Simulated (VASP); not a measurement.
Input:

```yaml
crystal:
  lattice:
    - [3.31191, 0.00000, 0.00000]
    - [0.00000, 3.31191, 0.00000]
    - [0.00000, 0.00000, 3.31191]
  atoms:
    - { symbol: Eu, position: [0.00000, 0.00000, 0.00000] }
```

Calculation: PBEsol GGA, VASP's PBE PAW potentials (set 64) (plane waves; VASP). Numerical set-up: 400 eV cut-off, 7×7×7 Γ-centred mesh, Gaussian smearing of 0.050 eV, potentials Eu_2.

The 4f electrons are frozen in the core of the lanthanide potential, so 4f levels, which can set the real gap, and their magnetism are missing.

Task: Predict the energy per atom (σ→0).

Result: 
```json
{
  "energy per atom (σ→0)": "-1.866 eV/atom"
}
```

Total energies compare only between runs with the same potentials, cut-off and functional.

The structure was generated: Eu was put into the simple-cubic type (Pm-3m), which need not be its known phase. It was relaxed first, which changed the volume by -34 %. The start is the result of an earlier pass.
